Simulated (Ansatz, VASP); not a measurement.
**Cross-check of Si3GeO8 (amorphous 75SiO2-25GeO2 (mol %)) between VASP and Ansatz**

One calculation is typed for both programs; each brings its own data sets. How far apart do they land? Of the first pair: The structure shown is the start of the Ansatz relaxation below; VASP solves that cell, so the two are compared at the walk's first step.

Calculated with Ansatz 0.2.0; plane waves, with VASP 6.6.1 beside it; PBE.

### 1. The starting structure

The cell holds 96 atoms: 24 Si, 8 Ge and 64 O. Cell: a = 10.746 Å, b = 11.335 Å, c = 11.540 Å, α = 91.1°, β = 88.2°, γ = 90.0°. As first built, before any earlier steps moved the atoms or strained the cell (in the runner's words): 96 atoms (24 Si, 8 Ge, 64 O) placed at random at 2.58 g/cm^3, melted at 5000 K for 10 ps at fixed volume with the Morse and Coulomb pair potential with partial charges (Pedone, Malavasi, Menziani, Cormack and Segre, J. Phys. Chem. B 110, 11780 (2006)). Quenched from 5000 K to 300 K at 50 K/ps and fixed volume, held 5 ps, then minimised at fixed cell.

### 2. Ansatz: relaxation, PBE

Ansatz runs on its default PAW (the set named soft_2) files.

The two programs are compared at the cell with which this relaxation starts, whose forces are those of its first step.

Contents of input.yaml:

```yaml
crystal:
  lattice:
    - [10.74481, 0.00255, 0.17512]
    - [0.00252, 11.33462, -0.11138]
    - [0.17337, -0.11138, 11.53826]
  atoms:
    - { symbol: Si, position: [0.11854, 0.82202, 0.60392] }
    - { symbol: Si, position: [0.63648, 0.48431, 0.95332] }
    - { symbol: Si, position: [0.33397, 0.20593, 0.05133] }
    - { symbol: Si, position: [0.27794, 0.69175, 0.0009] }
    - { symbol: Si, position: [0.8754, 0.60716, 0.32473] }
    - { symbol: Si, position: [0.4517, 0.95485, 0.60693] }
    - { symbol: Si, position: [0.57798, 0.28152, 0.37691] }
    - { symbol: Si, position: [0.10554, 0.19892, 0.36812] }
    - { symbol: Si, position: [0.71576, 0.88484, 0.89867] }
    - { symbol: Si, position: [0.9737, 0.00468, 0.20595] }
    - { symbol: Si, position: [0.0378, 0.74825, 0.15573] }
    - { symbol: Si, position: [0.27258, 0.40816, 0.68141] }
    - { symbol: Si, position: [0.85657, 0.35419, 0.42441] }
    - { symbol: Si, position: [0.05054, 0.14868, 0.98962] }
    - { symbol: Si, position: [0.525, 0.40519, 0.62053] }
    - { symbol: Si, position: [0.66133, 0.64442, 0.17986] }
    - { symbol: Si, position: [0.32926, 0.36347, 0.25765] }
    - { symbol: Si, position: [0.45339, 0.81646, 0.82417] }
    - { symbol: Si, position: [0.73537, 0.99911, 0.65995] }
    - { symbol: Si, position: [0.25956, 0.15339, 0.58272] }
    - { symbol: Si, position: [0.06712, 0.06574, 0.72851] }
    - { symbol: Si, position: [0.32472, 0.8598, 0.40935] }
    - { symbol: Si, position: [0.43961, 0.33487, 0.85564] }
    - { symbol: Si, position: [0.71642, 0.9207, 0.15654] }
    - { symbol: Ge, position: [0.37995, 0.63017, 0.23934] }
    - { symbol: Ge, position: [0.87765, 0.37049, 0.9378] }
    - { symbol: Ge, position: [0.89917, 0.66496, 0.92777] }
    - { symbol: Ge, position: [0.64538, 0.62217, 0.71734] }
    - { symbol: Ge, position: [0.85932, 0.24293, 0.67084] }
    - { symbol: Ge, position: [0.14151, 0.62472, 0.77161] }
[... 60 atom lines left out ...]
    - { symbol: O, position: [0.94524, 0.74954, 0.04759] }
    - { symbol: O, position: [0.19679, 0.16685, 0.01201] }
    - { symbol: O, position: [0.34619, 0.79384, 0.92411] }
    - { symbol: O, position: [0.54175, 0.31534, 0.51116] }
    - { symbol: O, position: [0.20793, 0.10916, 0.70819] }
    - { symbol: O, position: [0.62658, 0.51063, 0.61068] }
kpoints:
  mp_grid: { grid: [1, 1, 1] }
hamiltonian:
  xc: pbe
scf:
  occupations: { method: gaussian, width: 0.05 }
output:
  forces: true
  eigenvalues: true
  stress: true
relax:
  f_tol: 0.05
  max_steps: 70
```

The run is started by

```bash
$ ansatz run input.yaml --threads 4 --pin off --max-ram 8192MiB --backend cpu --events-out ev --progress --plain --runs-dir out
```

Numbers of over 12 decimals in the logs are rounded to 6 here.

Output:

```text
Warning: output.stress: scf.convergence.dr2_threshold = 1e-7 eV (the SCF's general default) is looser than the 9.6e-9 eV advised for a printed stress (1e-10 eV for each atom of the cell: 96). What an SCF threshold leaves in a stress goes as its square root, and in the free energy as the threshold itself, and one threshold admits the most on a small cell: [figures from the program's tests cut] Every solve of this run  [...]
Engine: ansatz 0.2.0, x86_64-unknown-linux-gnu
Pseudopotentials: kind: paw
Pseudopotential: Si, paw, valence charge 4, recommended cutoff 420 eV (normal), Si.paw.azcp
Pseudopotential: Ge, paw, valence charge 14, recommended cutoff 420 eV (normal), Ge.paw.azcp
Pseudopotential: O, paw, valence charge 6, recommended cutoff 420 eV (normal), O.paw.azcp
Functional definition: PBE
  parameter kappa = 0.804
  parameter beta = 0.066725
  exchange = pbe_x(kappa = kappa, mu = beta*pi^2/3)
  correlation = pbe_c(beta = beta)
Crystal: 96 atoms, lattice volume = 1404.748 Å³
Basis set: ecut = 420 eV, 27411 PW (Γ), exchange–correlation on 144×160×160 points (8 copies of the dense FFT grid, shifted against one another)
Bands: 392, of which v1, the nominal top of the filled ones, is band 296 counted from 1 (295 counted from 0)
Symmetry: 1 space group operations
Space group: P1 (ITA 1), of the structure as read, at distance tolerance 1.1e-4 Å
k-points: 1
Non-local potential: Si, projectors of the file, l = 0: 2, l = 1: 2, l = 2: 2
Non-local potential: Ge, projectors of the file, l = 0: 2, l = 1: 2, l = 2: 3, l = 3: 1
Non-local potential: O, projectors of the file, l = 0: 2, l = 1: 2, l = 2: 1
PAW form: soft (Blöchl's): semilocal exchange-correlation on the pseudo side does not see the compensation charge
PAW one-centre angular grid: Si, 110 points (default); XC on 64 Gauss nodes
PAW one-centre angular grid: Ge, 590 points (default); XC on 64 Gauss nodes
PAW one-centre angular grid: O, 110 points (default); XC on 64 Gauss nodes
Initial density: superposition of atomic densities (neutral atoms: chi_scale 0, normalization atom), corrected by the library's trained network
Initial wavefunctions: pseudopotential atomic-orbital guess
Functional: x = pbe(κ = 0.804, μ = 0.219515), c = pbe(β = 0.066725)
SCF iter   1: F=—  HF=-86008.108224 eV  |F-HF|=—  |Δ(HF+E_count)|=         —  Δρ=2.15e-3  dr2=9.66e-2  ethr=1.77e-3  ⟨swp⟩=5.0  Hψ=1664  notcnv=0  defer=85
preconditioner: auto → Resta (q_TF=auto, 2.362 Å⁻¹)  ε∞=2.8  [insulator: Δε(μ)=4.213 eV  Ē_g=18.147 eV  σ=0.050 eV  W_gap=1.00  n_scr=312 (ndim 8)  ℏωp=24.1 eV  f_vac=0.235  D(μ)=0.00/eV (n_scr^D=0)  ε∞_Penn≈2.8]
SCF iter   2: F=—  HF=-86008.100700 eV  |F-HF|=—  |Δ(HF+E_count)|=   7.52e-3  Δρ=1.08e-3  dr2=2.07e-2  ethr=1.63e-5  ⟨swp⟩=2.0  Hψ=616  notcnv=0  defer=88
SCF iter   3: F=—  HF=-86008.098797 eV  |F-HF|=—  |Δ(HF+E_count)|=   1.90e-3  Δρ=4.94e-4  dr2=5.45e-3  ethr=3.50e-6  ⟨swp⟩=2.0  Hψ=493  notcnv=0  defer=88
SCF iter   4: F=—  HF=-86008.097817 eV  |F-HF|=—  |Δ(HF+E_count)|=   9.80e-4  Δρ=1.84e-4  dr2=5.54e-4  ethr=9.21e-7  ⟨swp⟩=2.0  Hψ=495  notcnv=0  defer=88
SCF iter   5: F=—  HF=-86008.097741 eV  |F-HF|=—  |Δ(HF+E_count)|=   7.56e-5  Δρ=1.07e-4  dr2=1.43e-4  ethr=9.36e-8  ⟨swp⟩=2.0  Hψ=538  notcnv=0  defer=88
SCF iter   6: F=-86008.097725 eV  HF=-86008.097727 eV  |F-HF|=2.63e-6  |Δ(HF+E_count)|=   1.39e-5  Δρ=3.06e-5  dr2=1.21e-5  ethr=1.06e-8  ⟨swp⟩=12.0  Hψ=2236  notcnv=0
SCF 1 converged in 6 iterations: F = -86008.097725 eV  dr2 = 1.21e-5
  greatest PAW one-centre occupation: 0.999 electrons in one spin orbital (limit 2), on the Ge atom at site 26 (counted from 0), in its partial waves of l = 2
relax step   1: F+E_penalty+E_count = -86008.09772473 eV  Δ(F+E_penalty+E_count) = +0.000e0 eV  max|allowed force component| = 4.231e-1 eV/Å  Δτ_max = 0.0000 Å  (6 SCF iters, dr2 threshold 6.25e-5 eV, accepted)
Initial density: handed on by an earlier stage of this run
Initial wavefunctions: those handed on with the density
iter 1 solved again at ethr=2.87e-6 eV; its pass at ethr=3.10e-3 eV (dr2=1.70e-2 eV) is discarded
[...]
--- Relaxed structure (4 steps of the walk, 4 accepted, 0 SCFs on fresh bases) ---
  F+E_penalty+E_count = -86008.19967589 eV   max|allowed force component| = 3.998e-2 eV/Å
  atoms:
    - { symbol: Si, position: [0.119549, 0.820815, 0.605161] }
    - { symbol: Si, position: [0.635944, 0.484754, 0.952717] }
    - { symbol: Si, position: [0.335508, 0.206424, 0.050341] }
    - { symbol: Si, position: [0.278303, 0.691379, 0.000197397] }
    - { symbol: Si, position: [0.876333, 0.607372, 0.326682] }
    - { symbol: Si, position: [0.452316, 0.954394, 0.605648] }
    - { symbol: Si, position: [0.578415, 0.282677, 0.376130] }
    - { symbol: Si, position: [0.106602, 0.198449, 0.367855] }
    - { symbol: Si, position: [0.715072, 0.885991, 0.898895] }
    - { symbol: Si, position: [0.973589, 0.00442114, 0.205840] }
    - { symbol: Si, position: [0.037857, 0.748130, 0.156779] }
    - { symbol: Si, position: [0.270560, 0.407434, 0.680698] }
    - { symbol: Si, position: [0.857569, 0.355252, 0.425983] }
    - { symbol: Si, position: [0.050136, 0.147585, 0.989452] }
    - { symbol: Si, position: [0.525294, 0.406407, 0.619799] }
    - { symbol: Si, position: [0.662103, 0.643182, 0.180649] }
    - { symbol: Si, position: [0.329422, 0.364476, 0.255893] }
    - { symbol: Si, position: [0.451175, 0.817560, 0.822651] }
    - { symbol: Si, position: [0.737154, 0.999068, 0.661280] }
    - { symbol: Si, position: [0.260542, 0.153193, 0.582183] }
    - { symbol: Si, position: [0.067662, 0.064702, 0.728687] }
    - { symbol: Si, position: [0.324144, 0.860551, 0.408287] }
    - { symbol: Si, position: [0.439567, 0.335287, 0.854379] }
    - { symbol: Si, position: [0.715142, 0.919429, 0.157480] }
    - { symbol: Ge, position: [0.378914, 0.630811, 0.238495] }
    - { symbol: Ge, position: [0.878138, 0.369920, 0.938008] }
    - { symbol: Ge, position: [0.897399, 0.664387, 0.928842] }
    - { symbol: Ge, position: [0.644823, 0.623206, 0.717688] }
    - { symbol: Ge, position: [0.859290, 0.242400, 0.671570] }
    - { symbol: Ge, position: [0.140811, 0.623506, 0.771873] }
    - { symbol: Ge, position: [0.466046, 0.051621, 0.256948] }
    - { symbol: Ge, position: [0.845564, 0.778436, 0.544038] }
    - { symbol: O, position: [0.325923, 0.335277, 0.116736] }
    - { symbol: O, position: [0.440513, 0.859326, 0.497062] }
    - { symbol: O, position: [0.983027, 0.143596, 0.643978] }
    - { symbol: O, position: [0.764244, 0.749038, 0.896318] }
    - { symbol: O, position: [0.033402, 0.874860, 0.224245] }
    - { symbol: O, position: [0.00222066, 0.648038, 0.253067] }
    - { symbol: O, position: [0.395273, 0.112663, 0.137225] }
    - { symbol: O, position: [0.728154, 0.316714, 0.357706] }
    - { symbol: O, position: [0.538809, 0.633999, 0.266393] }
    - { symbol: O, position: [0.341795, 0.976535, 0.325928] }
    - { symbol: O, position: [0.299370, 0.364077, 0.811798] }
    - { symbol: O, position: [0.982089, 0.277026, 0.395938] }
    - { symbol: O, position: [0.814747, 0.715787, 0.407151] }
    - { symbol: O, position: [0.741852, 0.952683, 0.021486] }
    - { symbol: O, position: [0.390564, 0.902754, 0.725985] }
    - { symbol: O, position: [0.733796, 0.143487, 0.665100] }
    - { symbol: O, position: [0.297517, 0.503430, 0.283054] }
    - { symbol: O, position: [0.379781, 0.632171, 0.084348] }
    - { symbol: O, position: [0.199544, 0.872053, 0.494215] }
    - { symbol: O, position: [0.701254, 0.537302, 0.833003] }
    - { symbol: O, position: [0.503296, 0.692519, 0.763412] }
    - { symbol: O, position: [0.822206, 0.989094, 0.231449] }
    - { symbol: O, position: [0.00346232, 0.743144, 0.556783] }
    - { symbol: O, position: [0.924253, 0.516660, 0.973567] }
[...]
- { symbol: O, position: [0.145962, 0.489045, 0.690704] }
    - { symbol: O, position: [0.715595, 0.776566, 0.170599] }
    - { symbol: O, position: [0.944075, 0.748515, 0.048922] }
    - { symbol: O, position: [0.197819, 0.165648, 0.010804] }
    - { symbol: O, position: [0.343765, 0.795122, 0.923286] }
    - { symbol: O, position: [0.541018, 0.316858, 0.510126] }
    - { symbol: O, position: [0.209530, 0.108929, 0.708075] }
    - { symbol: O, position: [0.627282, 0.512349, 0.610058] }
```

The column dr2 measures how far the density is from self-consistency, as an energy; F and HF (Harris–Foulkes) agree once it is small.

### 3. VASP: single point, PBE, start cell, pair 1

The same cell, functional, mesh and smearing now go to VASP, with its own data sets.

Lines of VASP's logs that name or quote its potential files are left out, and so is its time.

Contents of INCAR:

```
SYSTEM = Si3GeO8
PREC = Accurate
ENCUT = 520
EDIFF = 1E-06
NELM = 120
ISMEAR = 0
SIGMA = 0.05
LREAL = Auto
ALGO = Normal
GGA = PE
NBANDS = 368
LORBIT = 11
LWAVE = .FALSE.
LCHARG = .FALSE.
ISIF = 2
LASPH = .TRUE.
GGA_COMPAT = .FALSE.
EFERMI = MIDGAP
NCORE = 2
```

Contents of POSCAR:

```
Si3GeO8
1.0
   10.7448100000      0.0025500000      0.1751200000
    0.0025200000     11.3346200000     -0.1113800000
    0.1733700000     -0.1113800000     11.5382600000
Si Ge O
24 8 64
Direct
    0.1185434398      0.8220180677      0.6039209591
    0.6364842230      0.4843089587      0.9533223566
    0.3339735260      0.2059323938      0.0513293431
    0.2779389230      0.6917471780      0.0008991075
    0.8753967181      0.6071607370      0.3247305997
    0.4517036446      0.9548488025      0.6069328233
    0.5779763780      0.2815185652      0.3769060772
    0.1055372400      0.1989243737      0.3681208878
    0.7157564850      0.8848438592      0.8986719517
    0.9736963806      0.0046808640      0.2059502598
    0.0377964780      0.7482516854      0.1557272373
    0.2725813475      0.4081566698      0.6814134925
    0.8565742517      0.3541880060      0.4244094150
    0.0505411147      0.1486768105      0.9896213869
    0.5249974914      0.4051900693      0.6205261893
    0.6613326680      0.6444191623      0.1798592534
    0.3292580720      0.3634667380      0.2576491821
    0.4533869739      0.8164578483      0.8241658576
    0.7353658443      0.9991098358      0.6599525047
    0.2595567480      0.1533920910      0.5827162183
    0.0671237648      0.0657428804      0.7285125945
    0.3247208763      0.8597964010      0.4093510636
    0.4396088517      0.3348661303      0.8556414128
    0.7164240843      0.9207020996      0.1565389941
    0.3799525404      0.6301656915      0.2393385628
    0.8776497801      0.3704856506      0.9377991710
    0.8991667679      0.6649576805      0.9277742833
    0.6453782384      0.6221692336      0.7173420058
    0.8593156662      0.2429307173      0.6708441536
    0.1415057329      0.6247214937      0.7716068971
[... 60 atom lines left out ...]
    0.9452433092      0.7495434925      0.0475941040
    0.1967923747      0.1668460259      0.0120140324
    0.3461938387      0.7938373139      0.9241074594
    0.5417486414      0.3153392970      0.5111560555
    0.2079279716      0.1091565178      0.7081869802
    0.6265760086      0.5106319769      0.6106768437
```

Contents of KPOINTS:

```
Automatic mesh
0
Gamma
1 1 1
0 0 0
```

PAW data sets: Si, Ge_d and O (PBE family, release 64).

The run is started by

```bash
$ mpirun -np 8 vasp_gam
```

Output:

```text
[banner, memory and clock lines left out]
running    8 mpi-ranks, on    1 nodes
[...]
LDA part: xc-table for (Slater+PW92), standard interpolation
 POSCAR, INCAR and KPOINTS ok, starting setup
[...]
entering main loop
       N       E                     dE             d eps       ncg     rms          rms(c)
DAV:   1     0.149882428045E+05    0.14988E+05   -0.23114E+05  1024   0.270E+03
DAV:   2     0.226464179308E+04   -0.12724E+05   -0.11881E+05   872   0.869E+02
DAV:   3    -0.523191667768E+03   -0.27878E+04   -0.26529E+04   816   0.301E+02
DAV:   4    -0.804013988647E+03   -0.28082E+03   -0.27621E+03   880   0.113E+02
[...]
DAV:  16    -0.715947737270E+03    0.80942E-05   -0.48818E-05  1080   0.218E-02    0.683E-03
DAV:  17    -0.715947735640E+03    0.16298E-05   -0.10076E-05   936   0.101E-02    0.601E-03
DAV:  18    -0.715947734644E+03    0.99628E-06   -0.12567E-06   600   0.605E-03
   1 F= -.71594773E+03 E0= -.71594773E+03  d E =0.000000E+00
```

From OUTCAR (step 3):

```text
  Total       27.9428926      6.3876626      6.9857516     -0.2538618     -0.5057727      0.0106034
  in kB       31.8701088      7.2854126      7.9675597     -0.2895406     -0.5768562      0.0120937
  external PRESSURE =      15.7076937 kB  Pullay stress =       0.0000000 kB

 POSITION                                       TOTAL-FORCE (eV/Angst)
 -----------------------------------------------------------------------------------
[...]
8.39530      8.38740     10.38120        -0.134195      0.045674     -0.053881
      0.39370      9.89160      2.48640         0.061913     -0.081000      0.019011
      0.04860      7.31390      2.82560         0.260235      0.085375     -0.122071
      4.24490      1.25030      1.65050         0.039621     -0.022169      0.052568
      7.87160      3.53740      4.22430         0.122397      0.018840     -0.147032
      5.83730      7.17160      3.08460         0.035234     -0.012970      0.209989
      3.76580     11.01340      3.71460        -0.113442     -0.059985      0.052857
      3.37970      4.06010      9.39180        -0.404902      0.063807     -0.091756
     10.60720      3.09210      4.69310        -0.015195     -0.010309     -0.016917
      8.83890      8.06260      4.75470        -0.076047      0.070811      0.073003
      8.00060     10.79670      0.25880         0.049048      0.002543      0.012933
      4.35840     10.15670      8.37440        -0.118571      0.013048     -0.006802
      8.01960      1.55470      7.76870        -0.188764     -0.098989      0.012823
[...]
-----------------------------------------------------------------------------------
    total drift:                                0.008203     -0.016626      0.002069

  FREE ENERGIE OF THE ION-ELECTRON SYSTEM (eV)
  ---------------------------------------------------
  free  energy   TOTEN  =      -715.9477346439 eV

  energy  without entropy=     -715.9477346439  energy(sigma->0) =     -715.94773464

[... 3 further parts left out ...]
[key lines of the parts left out:]
E-fermi :   2.1415
```

The run ends at a pressure of 1.57 GPa, with forces up to 0.47 eV/Å.

### 4. Differences

Known differences besides the potentials themselves: the cutoff is 420 eV in Ansatz and 520 eV in VASP (PREC = Accurate, projectors in real space). Total energies have different zeros and are not compared.

Forces on 10 of the 96 atoms, those with the largest forces and the largest differences (eV/Å; atoms numbered as in POSCAR):

| atom | Ansatz x, y, z | VASP x, y, z |
| --- | --- | --- |
| Si6 | -0.422, -0.086, -0.087 | -0.399, -0.065, -0.098 |
| Si9 | 0.406, 0.070, 0.097 | 0.423, 0.094, 0.099 |
| Si19 | 0.389, 0.175, 0.157 | 0.378, 0.182, 0.152 |
| Si21 | -0.279, -0.209, 0.165 | -0.319, -0.256, 0.200 |
| O43 | -0.385, 0.069, -0.090 | -0.405, 0.064, -0.092 |
| O67 | -0.250, -0.016, 0.043 | -0.320, 0.052, 0.083 |
| O70 | -0.014, 0.018, -0.002 | -0.008, -0.042, 0.076 |
| O77 | -0.399, -0.079, -0.034 | -0.411, -0.079, -0.042 |
| O91 | -0.128, 0.000, -0.108 | -0.164, -0.044, -0.182 |
| O95 | 0.423, 0.125, 0.009 | 0.449, 0.134, 0.033 |

The forces differ by 27 meV/Å r.m.s., which is 18.9 % of the r.m.s. force of 0.141 eV/Å (both taken over all components).

### 5. Ansatz: relaxation, PBE

The two programs are compared at the cell with which this relaxation starts, whose forces are those of its first step. The cell compared in this pair holds 1433.13 Å³, against 1404.75 Å³ for the pair before.

The structure compared here is the start of the Ansatz relaxation; VASP solves that cell, so the two are compared at the walk's first step.

Changes to input.yaml since step 2:

```diff
@@ -2,5 +2,5 @@
   lattice:
-    - [10.74481, 0.00255, 0.17512]
-    - [0.00252, 11.33462, -0.11138]
-    - [0.17337, -0.11138, 11.53826]
+    - [10.96187, 0.00255, 0.17512]
+    - [0.00258, 11.33462, -0.11138]
+    - [0.17687, -0.11138, 11.53826]
   atoms:
```

The run is started by

```bash
$ ansatz run input.yaml --threads 4 --pin off --max-ram 8192MiB --backend cpu --events-out ev --progress --plain --runs-dir out
```

Output:

```text
[...]
Crystal: 96 atoms, lattice volume = 1433.126 Å³
Basis set: ecut = 420 eV, 28007 PW (Γ), exchange–correlation on 150×160×160 points (8 copies of the dense FFT grid, shifted against one another)
Bands: 392, of which v1, the nominal top of the filled ones, is band 296 counted from 1 (295 counted from 0)
Symmetry: 1 space group operations
[...]
k-points: 1
[...]
- { symbol: O, position: [0.436269, 0.857934, 0.502407] }
    - { symbol: O, position: [0.983354, 0.146963, 0.645488] }
    - { symbol: O, position: [0.769088, 0.748276, 0.894650] }
    - { symbol: O, position: [0.032449, 0.875205, 0.221957] }
    - { symbol: O, position: [-0.00203327, 0.647930, 0.249428] }
    - { symbol: O, position: [0.391402, 0.110262, 0.138540] }
    - { symbol: O, position: [0.725399, 0.314452, 0.358367] }
[...]
- { symbol: O, position: [0.347989, 0.792453, 0.924734] }
    - { symbol: O, position: [0.542608, 0.313907, 0.512135] }
    - { symbol: O, position: [0.206450, 0.109964, 0.708318] }
    - { symbol: O, position: [0.626033, 0.509152, 0.611177] }
```

(Continued in part 2 of 2.)

[Lines on the potential files, build, host, timing and source positions are cut from VASP's logs without a mark.]

[Logs are printed without paths, hosts, clocks, repeated set-up lines and the standing remarks that a program may print on its own settings, such as how far it seeks lower states.]

[Hosts, paths, dates, database ids (printed as entryN), source tags and the programs' standing remarks are cut or masked in the printed files.]
